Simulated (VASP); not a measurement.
**KMgF3: transverse stress against strain**

KMgF3 (cubic perovskite, Pm-3m, 12.659 Å³/atom and stress up to 0.13 GPa in the relaxed cell, cube axes along x, y and z) under a strain ε along a cube axis (axis z), the other axes held. PBEsol in VASP (plane waves, PAW), 600 eV, 8×8×8 Γ-centred mesh, Gaussian smearing 0.05 eV; ions are relaxed, or left where forces stay under 0.02 eV/Å, within the symmetry of each cell. Stress is positive for a compressed cell.

Here s stands for strain and y for stress xx.

| strain (%) | stress xx (GPa) |
|---|---|
| -3.00 | ? |
| -1.50 | 0.51 |
| -1.00 | 0.29 |
| -0.50 | 0.08 |
| 0.00 | -0.13 |
| 0.50 | -0.33 |
| 1.00 | -0.53 |
| 1.50 | -0.72 |

Fit y of the 7 rows that show it with a straight line. Means: s 0, y -0.119. About the means, the sum of products is -2.8700 and the sum of squares of s is 7.0000; the slope is their ratio. Least squares gives y = -0.119 - 0.4100·s. Residuals (row less fit): 0.014, -0.001, -0.006, -0.011, -0.006, -0.001, 0.014; standard error 0.011 (degrees of freedom: 5). The slope gives the elastic constant C12 = 41.0 ± 0.4 GPa (± standard error of the fit, which holds the terms cut off).

Question: Estimate the missing y (s = -3.00); what did the run itself give?

Answer: y = -0.119 - 0.4100 × (-3.0) = 1.111 GPa. The calculation gives 1.20 GPa, 0.089 GPa above the prediction (4.6 % of the range of y in the table). The row lies outside the fitted rows, so this is an extrapolation. From the scatter of the fitted rows alone, a prediction at this place has a standard error of 0.017 GPa, so the miss is 5.2 times that.

A polynomial of degree 2 through the 12 other runs of the series gives 1.20 there, so most of the miss is curvature that the fit leaves out. The primitive cell can neither tilt nor turn polar against its symmetry, as such crystals can under strain. Rows are the converged runs of the series near zero and its far end, less any whose ions stayed unrelaxed beside relaxed ones; series whose fitted rows scatter by over a few per cent of the range, as at a crossing or softening among them, aren't shown in this form. Most that stay on the fit to the last digits aren't either.
